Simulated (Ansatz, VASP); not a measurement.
# Cross-check of Cr (Chromium) between VASP and Ansatz

Aim: how closely do two programs agree when they are given the same cell, functional and k mesh? The cell is taken from a series of runs on this material, whose earlier steps may have relaxed, scaled, displaced or heated it; both programs get it as it stands.

Calculated with Ansatz 0.2.0; plane waves, with VASP 6.6.1 beside it; relaxation of cell and atoms at PBE.

## Step 1: The starting structure

Symmetry: Im-3m, No. 229, cubic system. Conventional cell: a = 2.848 Å, b = 2.848 Å, c = 2.848 Å, α = 90.00°, β = 90.00°, γ = 90.00°. Cr has 8 Cr at 2.47 Å nearest.

## Step 2: Ansatz: relaxation of cell and atoms, PBE

Ansatz runs on norm-conserving files, of PseudoDojo where its log says so.

The relaxed volume is the usual yardstick between codes: in a stiff, nearly cubic crystal its relative difference is about their pressure difference at one cell divided by the bulk modulus.

File input.yaml:

```yaml
crystal:
  lattice:
    - [-1.4241331335, 1.4241331335, 1.4241331335]
    - [1.4241331335, -1.4241331335, 1.4241331335]
    - [1.4241331335, 1.4241331335, -1.4241331335]
  atoms:
    - { symbol: Cr, position: [0.0, 0.0, 0.0] }
kpoints:
  mp_grid: { grid: [15, 15, 15] }
hamiltonian:
  xc: pbe
  pseudopotentials: { kind: nc, accuracy: standard }
scf:
  occupations: { method: methfessel_paxton, width: 0.2 }
output:
  forces: true
  stress: true
  eigenvalues: true
relax:
  adjacent_minimum: "off"
  f_tol: 0.001
  max_steps: 60
  cell: { stress_tol: 0.01 }
```

Started as:

```sh
$ ansatz run input.yaml --threads 4 --pin off --max-ram 10240MiB --backend cpu --events-out ev --progress --plain --runs-dir out
```

Numbers of over 12 decimals in the logs are rounded to 6 here.

The log of the run:

```text
Engine: ansatz 0.2.0, aarch64-unknown-linux-gnu
Pseudopotentials: kind: nc
Pseudopotential: Cr, nc, valence charge 14, recommended cutoff 1278.935154 eV (normal), Cr.nc.azcp (PseudoDojo's, or run here from an input of PseudoDojo's; its table is named by hamiltonian.pseudopotentials.accuracy)
Functional definition: PBE
  parameter kappa = 0.804
  parameter beta = 0.066725
  exchange = pbe_x(kappa = kappa, mu = beta*pi^2/3)
  correlation = pbe_c(beta = beta)
Crystal: 1 atoms, lattice volume = 11.553 Å³
Basis set: ecut = 1278.935154 eV, 1205 PW (Γ), exchange–correlation on 60×60×60 points (8 copies of the dense FFT grid, shifted against one another)
Bands: 11, of which v1, the nominal top of the filled ones, is band 7 counted from 1 (6 counted from 0)
Symmetry: 48 space group operations
Space group: Im-3m (ITA 229), of the structure as read, at distance tolerance 2.3e-5 Å
k-points: 120 of 3375
Non-local potential: Cr, projectors of the file, l = 0: 2, l = 1: 2, l = 2: 2
Initial density: superposition of atomic densities (chi_scale 0.1, normalization cell)
Initial wavefunctions: pseudopotential atomic-orbital guess
Functional: x = pbe(κ = 0.804, μ = 0.219515), c = pbe(β = 0.066725)
SCF iter   1: F=—  HF=-2423.429199 eV  |F-HF|=—  |Δ(HF+E_count)|=         —  Δρ=2.49e-1  dr2=5.25e0  ethr=3.10e-3  ⟨swp⟩=5.4  Hψ=8136  notcnv=0
preconditioner: auto → none  [metal: Δε(μ)=0.062 eV  Ē_g=8.136 eV  σ=0.200 eV  W_gap=0.26  n_scr=0 (ndim 8)  ℏωp=26.8 eV  f_vac=0.000  D(μ)=0.50/eV (n_scr^D=0)]
SCF iter   2: F=—  HF=-2422.069777 eV  |F-HF|=—  |Δ(HF+E_count)|=    1.36e0  S|Δr|=    0.00e0  Δρ=1.16e-1  dr2=6.83e-1  ethr=3.10e-3  ⟨swp⟩=3.0  Hψ=4039  notcnv=0  defer=6
SCF iter   3: F=—  HF=-2421.866844 eV  |F-HF|=—  |Δ(HF+E_count)|=   2.03e-1  S|Δr|=    0.00e0  Δρ=3.66e-2  dr2=3.69e-2  ethr=3.10e-3  ⟨swp⟩=2.7  Hψ=3168  notcnv=0  defer=6
SCF iter   4: F=—  HF=-2421.861307 eV  |F-HF|=—  |Δ(HF+E_count)|=   5.54e-3  S|Δr|=    0.00e0  Δρ=8.23e-3  dr2=3.72e-3  ethr=2.64e-4  ⟨swp⟩=2.0  Hψ=1686  notcnv=0  defer=6
SCF iter   5: F=—  HF=-2421.860269 eV  |F-HF|=—  |Δ(HF+E_count)|=   1.04e-3  S|Δr|=    0.00e0  Δρ=8.34e-4  dr2=1.81e-5  ethr=2.65e-5  ⟨swp⟩=2.4  Hψ=1918  notcnv=0  defer=6
SCF iter   6: F=—  HF=-2421.860264 eV  |F-HF|=—  |Δ(HF+E_count)|=   4.58e-6  S|Δr|=    0.00e0  Δρ=5.88e-5  dr2=2.41e-7  ethr=1.29e-7  ⟨swp⟩=2.6  Hψ=2270  notcnv=0  defer=6
SCF iter   7: F=-2421.860264 eV  HF=-2421.860264 eV  |F-HF|=2.67e-8  |Δ(HF+E_count)|=   1.06e-8  S|Δr|=    0.00e0  Δρ=2.51e-5  dr2=3.14e-8  ethr=7.14e-10  ⟨swp⟩=6.7  Hψ=6780  notcnv=0
SCF 1 converged in 7 iterations: F = -2421.860264 eV  dr2 = 3.14e-8
relax step   1: F+E_penalty+E_count = -2421.86026446 eV  Δ(F+E_penalty+E_count) = +0.000e0 eV  max|allowed force component| = 0.000e0 eV/Å  Δτ_max = 0.0000 Å  P = +0.237 GPa  Ω = 11.553 Å³  (7 SCF iters, dr2 threshold 1.00e-7 eV, accepted)
[...]
relax step   2: F+E_penalty+E_count = -2421.86026841 eV  Δ(F+E_penalty+E_count) = -3.953e-6 eV  max|allowed force component| = 0.000e0 eV/Å  Δτ_max = 0.0000 Å  P = +0.044 GPa  Ω = 11.562 Å³  energy of the carried Pulay correction = -3.699e-6 eV  (3 SCF iters, dr2 threshold 1.00e-7 eV, accepted)
[...]
relax step   3: F+E_penalty+E_count = -2421.86026785 eV  Δ(F+E_penalty+E_count) = +5.641e-7 eV  max|allowed force component| = 0.000e0 eV/Å  Δτ_max = 0.0000 Å  P = +0.000 GPa  Ω = 11.564 Å³  energy of the carried Pulay correction = -4.537e-6 eV  (4 SCF iters, dr2 threshold 4.78e-9 eV, accepted)
[...]
relax step   4: F+E_penalty+E_count = -2421.86027339 eV  Δ(F+E_penalty+E_count) = -5.536e-6 eV  max|allowed force component| = 0.000e0 eV/Å  Δτ_max = 0.0000 Å  P = +0.002 GPa  Ω = 11.564 Å³  stress off target by 1.60e-3 GPa  SCF on the basis re-selected at this cell (its energy is not comparable with the rows above)  (5 SCF iters)
basis re-selected at this cell: Δ(F+E_penalty+E_count) = -5.536e-6 eV, ΔP = +0.001 GPa vs the last step (what re-selecting the basis moved, of the pressure what is left beyond the Pulay correction that the steps carried, after the strain that the cell walked since its last selection, with what the two solves' SCF thresholds leave and, on support functions, any second-order correction that the steps lacked; it is no measure of the basis error at this ecutwfc). This SCF's stress stands 1.60e-3 GPa from its target on what of the cell is left free (relax.cell.stress_tol is 1.00e-2 GPa) and its largest allowed force component is 0.00e0 eV/Å (relax.f_tol is 1.00e-3 eV/Å): [rest of the remark cut]
SCF converged after 5 iterations
Stability not checked: this state was not tested for a lower state beside it, because cold or Methfessel-Paxton smearing, or corrected tetrahedra, fill the levels in a way that the test cannot read (fill_not_monotonic; see scf.lower_state_search)
Free energy (F): -2421.860273 eV
Harris-Foulkes:  -2421.860273 eV  (|F-HF|=4.55e-13)
Internal energy: -2421.857544 eV  (E = F + TS)
E sigma→0 (E₀):  -2421.859591 eV
Entropy (-TS):   -0.002730 eV (-2.730 meV/atom)
Fermi energy:    19.655457 eV
--- Per-component energies (eV) ---
  E_band       = -142.125737
  E_kinetic    = 1043.553394
  E_local      = -1616.926729  (includes V_loc(G=0)·N_el)
  E_nonlocal   = -170.783287
  E_hartree    = 483.484858
  E_xc         = -358.689390
  E_vxc        = -364.938820  (∫ρ·V_xc dr)
  E_ewald      = -1802.496389
  E_smearing   = -0.002730  (= −TS)
  E_closure    = 0.000000  (closes the sum)
  Σ components = -2421.860273   (vs F -2421.860273, Δ=0.00e0)
--- Forces (eV/Å), atoms counted from 1 ---
  atom   1  Cr     0.00000000     0.00000000     0.00000000
  max |Σ_I F_I| component: 3.78e-31 eV/Å
--- Stress (GPa, compression-positive) ---
        0.001603      -0.000000      -0.000000
       -0.000000       0.001603      -0.000000
        0.000000      -0.000000       0.001603
  P = ⅓ Tr σ = 0.0016 GPa (0.016 kbar)
--- Band table (eV; the first three rows and the last of 120) ---
  k-point 0: bands = [... 3 lower, -23.0833, 11.7048, 18.7531, 18.7531, 18.7531, 20.8193, 20.8193, 41.9590]
  k-point 1: bands = [... 3 lower, -23.0835, 11.8996, 18.6765, 18.7395, 18.8866, 20.7341, 20.8247, 41.4556]
  k-point 2: bands = [... 3 lower, -23.0843, 12.4599, 18.4653, 18.6690, 19.2747, 20.5586, 20.8444, 40.1003]
  k-point 119: bands = [... 3 lower, -23.7097, 15.3504, 15.3557, 22.0198, 22.0198, 22.1109, 29.6818, 30.3937]
--- Relaxed structure (3 steps of the walk, 3 accepted, 1 SCFs on fresh bases) ---
  F+E_penalty+E_count = -2421.86027339 eV   max|allowed force component| = 0.000e0 eV/Å   (the final SCF, on the basis selected at the relaxed cell)
  cell:  # Å, volume = 11.5641 Å³
    - [-1.424569, 1.424569, 1.424569]
    - [1.424569, -1.424569, 1.424569]
    - [1.424569, 1.424569, -1.424569]
  atoms:
    - { symbol: Cr, position: [0.0, 0.0, 0.0] }
```

## Step 3: VASP: relaxation of cell and atoms, PBE

The same cell, functional, mesh and smearing now go to VASP, with its own data sets.

Lines of VASP's logs that name or quote its potential files are left out, and so is its time.

File INCAR:

```
SYSTEM = Cr
PREC = Accurate
ENCUT = 500
EDIFF = 1E-07
NELM = 120
ISMEAR = 1
SIGMA = 0.2
LREAL = .FALSE.
ALGO = Normal
GGA = PE
NBANDS = 12
LASPH = .TRUE.
LORBIT = 11
LWAVE = .FALSE.
LCHARG = .FALSE.
ISIF = 3
IBRION = 2
NSW = 80
EDIFFG = -0.005
GGA_COMPAT = .FALSE.
NELMIN = 4
```

File POSCAR:

```
Cr
1.0
   -1.4241330000      1.4241330000      1.4241330000
    1.4241330000     -1.4241330000      1.4241330000
    1.4241330000      1.4241330000     -1.4241330000
Cr
1
Direct
    0.0000000000      0.0000000000      0.0000000000
```

File KPOINTS:

```
Automatic mesh
0
Gamma
15 15 15
0 0 0
```

PAW data sets: Cr_pv (PBE family, release 64).

Started as:

```sh
$ mpirun -np 1 vasp_std
```

The log of the run:

```text
[banner, memory and clock lines left out]
running    1 mpi-ranks, on    1 nodes
 distrk:  each k-point on    1 cores,    1 groups
 distr:  one band on    1 cores,    1 groups

 POSCAR found type information on POSCAR Cr
 POSCAR found :  1 types and       1 ions
 LDA part: xc-table for (Slater+PW92), standard interpolation
 POSCAR, INCAR and KPOINTS ok, starting setup
 FFT: planning ... GRIDC
 FFT: planning ... GRID_SOFT
 FFT: planning ... GRID
 WAVECAR not read
 entering main loop
       N       E                     dE             d eps       ncg     rms          rms(c)
DAV:   1     0.779380750088E+02    0.77938E+02   -0.69473E+03  2900   0.117E+03
DAV:   2    -0.992572532014E+01   -0.87864E+02   -0.84406E+02  2940   0.294E+02
DAV:   3    -0.111810569539E+02   -0.12553E+01   -0.12416E+01  3200   0.414E+01
DAV:   4    -0.111876668806E+02   -0.66099E-02   -0.66097E-02  3088   0.301E+00
DAV:   5    -0.111877415054E+02   -0.74625E-04   -0.74624E-04  3136   0.297E-01    0.129E+01
DAV:   6    -0.953715326873E+01    0.16506E+01   -0.43572E+00  3020   0.353E+01    0.201E+00
DAV:   7    -0.952025659242E+01    0.16897E-01   -0.53921E-02  2948   0.318E+00    0.106E+00
DAV:   8    -0.951044493975E+01    0.98117E-02   -0.27110E-03  3120   0.841E-01    0.162E-01
DAV:   9    -0.951026647243E+01    0.17847E-03   -0.77344E-04  2972   0.447E-01    0.445E-02
DAV:  10    -0.951027683438E+01   -0.10362E-04   -0.12255E-05  3016   0.409E-02    0.119E-02
DAV:  11    -0.951026942689E+01    0.74075E-05   -0.11882E-06  3212   0.185E-02    0.106E-03
DAV:  12    -0.951026949430E+01   -0.67411E-07   -0.15478E-08  1512   0.188E-03
   1 F= -.95102695E+01 E0= -.95094346E+01  d E =-.951027E+01
 curvature:   0.00 expect dE= 0.000E+00 dE for cont linesearch  0.000E+00
 trial: gam= 0.00000 g(F)=  0.188E-62 g(S)=  0.433E-03 ort = 0.000E+00 (trialstep = 0.100E+01)
 search vector abs. value=  0.433E-03
 bond charge predicted
       N       E                     dE             d eps       ncg     rms          rms(c)
DAV:   1    -0.952309774939E+01   -0.12828E-01   -0.16774E-01  2880   0.724E+00    0.981E-01
DAV:   2    -0.951067390882E+01    0.12424E-01   -0.36229E-02  2960   0.323E+00    0.207E-01
DAV:   3    -0.951022322034E+01    0.45069E-03   -0.93352E-04  2928   0.518E-01    0.925E-02
DAV:   4    -0.951013622262E+01    0.86998E-04   -0.13317E-04  3060   0.147E-01    0.132E-02
DAV:   5    -0.951013219607E+01    0.40266E-05   -0.22742E-06  2924   0.219E-02    0.506E-03
DAV:   6    -0.951013097112E+01    0.12250E-05   -0.35365E-08  1904   0.282E-03    0.330E-04
DAV:   7    -0.951013103575E+01   -0.64627E-07   -0.66659E-09  1452   0.123E-03
   2 F= -.95101310E+01 E0= -.95093267E+01  d E =0.138459E-03
 trial-energy change:    0.000138  1 .order    0.000149   -0.000433    0.000731
 step:   0.3849(harm=  0.3717)  dis= 0.00000  next Energy=    -9.510353 (dE=-0.839E-04)
 bond charge predicted
       N       E                     dE             d eps       ncg     rms          rms(c)
DAV:   1    -0.951521983504E+01   -0.50889E-02   -0.64010E-02  2880   0.449E+00    0.588E-01
DAV:   2    -0.951054135801E+01    0.46785E-02   -0.13346E-02  2956   0.196E+00    0.116E-01
DAV:   3    -0.951038712117E+01    0.15424E-03   -0.30273E-04  2944   0.295E-01    0.545E-02
DAV:   4    -0.951035446508E+01    0.32656E-04   -0.44871E-05  3064   0.844E-02    0.804E-03
DAV:   5    -0.951035487907E+01   -0.41400E-06   -0.69777E-07  2952   0.112E-02    0.309E-03
DAV:   6    -0.951035545001E+01   -0.57094E-06   -0.22433E-08  1488   0.232E-03    0.195E-04
DAV:   7    -0.951035541451E+01    0.35508E-07   -0.10146E-09  1440   0.441E-04
   3 F= -.95103554E+01 E0= -.95095318E+01  d E =-.859202E-04
 curvature:  -0.19 expect dE=-0.329E-07 dE for cont linesearch -0.329E-07
 trial: gam= 0.00000 g(F)=  0.469E-63 g(S)=  0.177E-06 ort =-0.875E-05 (trialstep = 0.877E+00)
 search vector abs. value=  0.177E-06
 reached required accuracy - stopping structural energy minimisation
```

From OUTCAR (step 3):

```text
ion  position               nearest neighbor table
   1  0.000  0.000  0.000-

  LATTYP: Found a body centered cubic cell.
 ALAT       =     2.8482660000

 Subroutine GETGRP returns: Found 48 space group operations
 (whereof 48 operations were pure point group operations)

The static configuration has the point symmetry O_h .

 Found    120 irreducible k-points:

   k-points           NKPTS =    120   k-points in BZ     NKDIM =    120   number of bands    NBANDS=     12

   dimension x,y,z NGX =    18 NGY =   18 NGZ =   18
   dimension x,y,z NGXF=    36 NGYF=   36 NGZF=   36

   ENCUT  =  500.0 eV  36.75 Ry    6.06 a.u.   4.50  4.50  4.50*2*pi/ulx,y,z

   NELECT =      12.0000    total number of electrons

 k-points in reciprocal lattice and weights: Automatic mesh
   0.00000000  0.00000000  0.00000000       0.000
   0.06666667  0.00000000  0.00000000       0.004
   0.13333333  0.00000000  0.00000000       0.004
   0.20000000  0.00000000  0.00000000       0.004
   0.26666667  0.00000000  0.00000000       0.004
   0.33333333  0.00000000  0.00000000       0.004
   0.40000000  0.00000000  0.00000000       0.004
   0.46666667  0.00000000  0.00000000       0.004
   0.06666667  0.06666667  0.00000000       0.007
[...]
-0.46666667 -0.46666667  0.40000000       0.002
  -0.46666667  0.46666667  0.46666667       0.002

 average (electrostatic) potential at core
       1 -65.7935

 E-fermi :  11.0233

 k-point     1 :       0.0000    0.0000    0.0000
  band No.  band energies     occupation
    ...
      3     -31.6982      2.00000
      4       3.1460      2.00000
      5      10.1066      2.00000
      6      10.1066      2.00000
      7      10.1066      2.00000
      8      12.1686     -0.00000
      9      12.1686     -0.00000
     10      18.1391      0.00000
     11      33.3364      0.00000
     12      33.3364      0.00000

 k-point     2 :       0.0667    0.0000    0.0000
  band No.  band energies     occupation
    ...
      3     -31.6985      2.00000
      4       3.3416      2.00000
      5      10.0309      2.00000
      6      10.0936      2.00000
      7      10.2392      2.00000
      8      12.0843     -0.00000
      9      12.1740     -0.00000
     10      18.1390      0.00000
     11      32.8812      0.00000
     12      33.2778      0.00000

 k-point     3 :       0.1333    0.0000    0.0000
  band No.  band energies     occupation
    ...
      3     -31.6991      2.00000
      4       3.9039      2.00000
      5       9.8216      2.00000
      6      10.0257      2.00000
      7      10.6244      2.01629
      8      11.9101     -0.00000
      9      12.1935     -0.00000
     10      18.1389      0.00000
     11      31.5968      0.00000
     12      32.9038      0.00000

  Total        0.0011056      0.0011056      0.0011056      0.0000000      0.0000000      0.0000000
  in kB        0.1537909      0.1537909      0.1537909      0.0000000      0.0000000      0.0000000
  external PRESSURE =       0.1537909 kB  Pullay stress =       0.0000000 kB

  energy-cutoff  :      500.00
  volume of cell :       11.52
      direct lattice vectors                 reciprocal lattice vectors
    -1.422687208  1.422687208  1.422687208     0.000000000  0.351447597  0.351447597
     1.422687208 -1.422687208  1.422687208     0.351447597  0.000000000  0.351447597
     1.422687208  1.422687208 -1.422687208     0.351447597  0.351447597  0.000000000

 POSITION                                       TOTAL-FORCE (eV/Angst)
 -----------------------------------------------------------------------------------
      0.00000      0.00000      0.00000         0.000000      0.000000      0.000000
 -----------------------------------------------------------------------------------
    total drift:                                0.000000     -0.000000      0.000000

  FREE ENERGIE OF THE ION-ELECTRON SYSTEM (eV)
  ---------------------------------------------------
  free  energy   TOTEN  =        -9.5103554145 eV

  energy  without entropy=       -9.5078844911  energy(sigma->0) =       -9.50953177

 reached required accuracy - stopping structural energy minimisation

 total charge
# of ion       s       p       d       tot
------------------------------------------
    1        0.441   6.405   4.219  11.066

[... 3 further parts left out ...]
```

CONTCAR:

```
Cr
   1.00000000000000
    -1.4226872077847217    1.4226872077847217    1.4226872077847217
     1.4226872077847217   -1.4226872077847217    1.4226872077847217
     1.4226872077847217    1.4226872077847217   -1.4226872077847217
  Cr
     1
Direct
     0.0000000000000000    0.0000000000000000    0.0000000000000000
```

This run has no spin polarisation, so a moment on Cr, if there is one, isn't seen.

## Step 4: Differences

Known differences besides the potentials themselves: the data sets hold 14 valence electrons in Ansatz (on norm-conserving files, of PseudoDojo where its log says so) and 12 in VASP; the cutoff is 1278.94 eV in Ansatz and 500 eV in VASP; Ansatz adds a Pulay correction to the stress that steers its cell, VASP none. Total energies have different zeros and are not compared.

Both answers:

```csv
quantity,Ansatz,VASP,difference
volume (Å³),11.56,11.52,+0.40 %
"edge a after relaxation, in the typed setting (Å)",2.467,2.464,+0.13 %
```

## Step 5: What came out

| Property | Result |
| --- | --- |
| difference in volume (relaxation of cell and atoms, PBE) | 0.40 % |

In words: The difference in volume is 0.40 % (relaxation of cell and atoms, PBE), within the 1.2 % picked in this series as the mark of a large difference, as far as the stopping tolerances let one tell. The data sets hold unlike numbers of valence electrons (14 in Ansatz and 12 in VASP), so part of the differences comes from the potentials. 2 further runs of this series are not shown here. Such differences can come from data sets, numerical settings and the points named under the comparisons, not from the functional's error against experiment.

[Lines on the potential files, build, host, timing and source positions are cut from VASP's logs without a mark.]

[Logs are printed without paths, hosts, clocks, repeated set-up lines and the standing remarks that a program may print on its own settings, such as how far it seeks lower states.]

[Hosts, paths, dates, database ids (printed as entryN), source tags and the programs' standing remarks are cut or masked in the printed files.]
